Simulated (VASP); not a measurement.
These are PBE GGA, VASP's PBE PAW potentials (set 64) (plane waves; VASP 6.6.1) values and carry that method's errors.

Input for VASP

### KPOINTS
```
Automatic mesh
0
Gamma
7 7 7
0 0 0
```

**INCAR**
```
# general
SYSTEM   =  Bi2Se3
PREC     =  Accurate
ENCUT    =  400
LREAL    =  .False.
LASPH    =  .True.

# electronic loop
EDIFF    =  1E-7
NELM     =  100
ALGO     =  Normal
LMAXMIX  =  4

# smearing
ISMEAR   =  -5

# functional
GGA      =  PE

# ions
ISIF     =  2

# output
LWAVE    =  .False.
LCHARG   =  .True.
LORBIT   =  11
NEDOS    =  601

# other
LEFG     =  .True.
```

File POSCAR:
```
Bi2Se3
1.0
 10.2619714519  -2.0950938383   0.0656172604
 10.2619714519   2.0950938383   0.0656172604
  9.8112115131   0.0000000000   3.6663214426
Bi Se
2 3
Cart
 12.0443661027   0.0000000000   1.5077936868
 18.2907883142   0.0000000000   2.2897622766
  0.0000000000   0.0000000000   0.0000000000
  6.6250522069  -0.0000000000   0.8293680055
 23.7101022100  -0.0000000000   2.9681879579
```

POTCAR, in this order: Bi_d Se (PBE.64 set). Program: vasp_std.

Output of the run:

File OSZICAR:
```
       N       E                     dE             d eps       ncg     rms          rms(c)
DAV:   1     0.421277988132E+03    0.42128E+03   -0.20231E+04  2472   0.144E+03
DAV:   2     0.251358031114E+02   -0.39614E+03   -0.38572E+03  2752   0.389E+02
DAV:   3    -0.193854346933E+02   -0.44521E+02   -0.43205E+02  3264   0.146E+02
DAV:   4    -0.210416619465E+02   -0.16562E+01   -0.16455E+01  2872   0.304E+01
DAV:   5    -0.211097461968E+02   -0.68084E-01   -0.67984E-01  3404   0.579E+00    0.503E+00
DAV:   6    -0.202106877517E+02    0.89906E+00   -0.23118E+00  2872   0.873E+00    0.311E+00
DAV:   7    -0.202242591964E+02   -0.13571E-01   -0.45138E-01  2780   0.309E+00    0.162E+00
DAV:   8    -0.202329623337E+02   -0.87031E-02   -0.68764E-02  3232   0.148E+00    0.525E-01
DAV:   9    -0.202323511173E+02    0.61122E-03   -0.11930E-02  3136   0.644E-01    0.158E-01
DAV:  10    -0.202326401438E+02   -0.28903E-03   -0.24309E-03  2784   0.264E-01    0.672E-02
DAV:  11    -0.202327551296E+02   -0.11499E-03   -0.43422E-04  3444   0.110E-01    0.397E-02
DAV:  12    -0.202327776754E+02   -0.22546E-04   -0.92716E-05  3224   0.604E-02    0.145E-02
DAV:  13    -0.202327782034E+02   -0.52801E-06   -0.22672E-05  3104   0.383E-02    0.435E-03
DAV:  14    -0.202327784675E+02   -0.26410E-06   -0.20371E-06  2808   0.858E-03    0.141E-03
DAV:  15    -0.202327786458E+02   -0.17835E-06   -0.52432E-07  2408   0.444E-03    0.950E-04
DAV:  16    -0.202327786692E+02   -0.23346E-07   -0.64910E-08  1720   0.161E-03
   1 F= -.20232779E+02 E0= -.20232779E+02  d E =0.000000E+00
```

File OUTCAR:
```
------------------------ aborting loop because EDIFF is reached ----------------------------------------
  FORCE on cell =-STRESS in cart. coord.  units (eV):
  Direction    XX          YY          ZZ          XY          YZ          ZX
  --------------------------------------------------------------------------------------
  Total        0.0397217      0.0101678      0.0106310     -0.0000000     -0.0000000      0.0036998
  in kB        0.4107135      0.1051328      0.1099218     -0.0000000     -0.0000000      0.0382546
  external PRESSURE =       0.2085894 kB  Pullay stress =       0.0000000 kB
  volume of cell :      154.95
      direct lattice vectors                 reciprocal lattice vectors
    10.261971452 -2.095093838  0.065617260     0.049571812 -0.238652795 -0.132656000
    10.261971452  2.095093838  0.065617260     0.049571812  0.238652795 -0.132656000
     9.811211513  0.000000000  3.666321443    -0.001774403  0.000000000  0.277501322
 POSITION                                       TOTAL-FORCE (eV/Angst)
 -----------------------------------------------------------------------------------
     12.04437      0.00000      1.50779        -0.000492      0.000000     -0.000062
     18.29079      0.00000      2.28976         0.000492      0.000000      0.000062
      0.00000      0.00000      0.00000        -0.000000      0.000000      0.000000
      6.62505      0.00000      0.82937         0.006168      0.000000      0.000772
     23.71010      0.00000      2.96819        -0.006168      0.000000     -0.000772
 -----------------------------------------------------------------------------------
    total drift:                               -0.000000     -0.000000     -0.000000
  FREE ENERGIE OF THE ION-ELECTRON SYSTEM (eV)
  ---------------------------------------------------
  free  energy   TOTEN  =       -20.2327786692 eV

  energy  without entropy=      -20.2327786692  energy(sigma->0) =      -20.23277867

 total charge

# of ion       s       p       d       tot
------------------------------------------
    1        1.622   1.039   9.957  12.617
    2        1.622   1.039   9.957  12.617
    3        1.470   2.317   0.018   3.805
    4        1.485   2.265   0.018   3.768
    5        1.485   2.265   0.018   3.768
--------------------------------------------------
tot          7.683   8.924  19.969  36.577

 Electric field gradients after diagonalization (V/A^2)
 (convention: |V_zz| > |V_xx| > |V_yy|)
----------------------------------------------------------------------
 ion       V_xx      V_yy      V_zz     asymmetry (V_yy - V_xx)/ V_zz
----------------------------------------------------------------------
   1      -2.738    -2.737     5.475       0.000
   2      -2.738    -2.737     5.475       0.000
   3     -35.488   -35.488    70.975       0.000
   4      14.973    14.972   -29.945       0.000
   5      14.973    14.972   -29.945       0.000
```
(Selected blocks of OUTCAR.)

Without a dispersion term in the relaxation, distances and binding between the weakly bound layers, chains or molecules are unreliable, and so is what depends on them.

The compound is Bi2Se3 in the tetradymite structure. It was relaxed first, which changed the volume by +9 %.
